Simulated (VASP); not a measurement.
An input for Quantum ESPRESSO's pw.x (written as the equivalent of a VASP run, and not itself run):

```
&CONTROL
  calculation = 'scf'
  pseudo_dir = './pseudo'
  outdir = './out'
  tprnfor = .true.
  tstress = .true.
/
&SYSTEM
  ibrav = 0
  nat = 6
  ntyp = 2
  ecutwfc = 78
  occupations = 'smearing'
  smearing = 'fermi-dirac'
  degauss = 0.009996
  input_dft = 'pbesol'
/
&ELECTRONS
  conv_thr = 7.3e-08
  electron_maxstep = 100
/
ATOMIC_SPECIES
  Ge 72.630 Ge.upf
  Cl 35.450 Cl.upf
CELL_PARAMETERS angstrom
     5.9590610    0.0000000    0.0000000
     0.0000000    5.9590610    0.0000000
     0.0000000    0.0000000    3.8376660
ATOMIC_POSITIONS crystal
  Ge  -0.0021920 -0.0031820  0.0004410
  Ge   0.5016940  0.5001350  0.5009550
  Cl   0.3063310  0.3085760 -0.0000720
  Cl   0.8085750  0.2012870  0.5009330
  Cl   0.1930620  0.8055580  0.4965030
  Cl   0.6925310  0.6876260  0.0012390
K_POINTS automatic
  2 2 3 0 0 0
```

**Question.** Translate this input to VASP (INCAR, KPOINTS, POSCAR, choice of POTCAR).

**Answer.** Several could match; the one computed here: 
### KPOINTS
```
Automatic mesh
0
gamma
  2 2 3
```

### POSCAR
```
GeCl2
1
    5.9590610000     0.0000000000     0.0000000000
    0.0000000000     5.9590610000     0.0000000000
    0.0000000000     0.0000000000     3.8376660000
Ge Cl
2 4
Direct
 -0.0021920000  -0.0031820000   0.0004410000
  0.5016940000   0.5001350000   0.5009550000
  0.3063310000   0.3085760000  -0.0000720000
  0.8085750000   0.2012870000   0.5009330000
  0.1930620000   0.8055580000   0.4965030000
  0.6925310000   0.6876260000   0.0012390000
```

**INCAR**
```
ISMEAR  =  -1
LASPH  =  T   ! aspherical one-centre terms
LCHARG  =  F
LMAXMIX  =  4   ! l cut-off of mixed one-centre charges
PREC  =  Accurate
ENCUT  =  300   ! plane-wave cut-off (eV)
NELM  =  100   ! most electronic steps
LREAL  =  F   ! projection in real space or not
GGA  =  PS   ! PBEsol
ISIF  =  2
SYSTEM  =  GeCl2
LWAVE  =  F
EDIFF  =  1E-6   ! SCF stop (eV)
SIGMA  =  0.136   ! width (eV)
ALGO  =  Normal   ! blocked Davidson
```

POTCAR, in this order: Ge_d Cl (PBE.64 set). Program: vasp_std.

The two are equivalent in intent, not identical: the potentials are each code's own (VASP's PAW set, PseudoDojo norm-conserving files in pw.x), so ENCUT and ecutwfc are chosen apart and not converted; conv_thr bounds pw.x's estimated SCF error, while EDIFF bounds the energy change between steps.

The structure was generated: GeCl2 was put into an ordered model structure, which need not be its known phase. The cell was not relaxed at this level, atoms are displaced from their ideal sites. The k-mesh is coarse (spacing up to 0.55 per Å, 2π included), so the numbers may not be converged in it. The run is one of a series of settings (GGA = PS against the base run), some of them coarse on purpose.
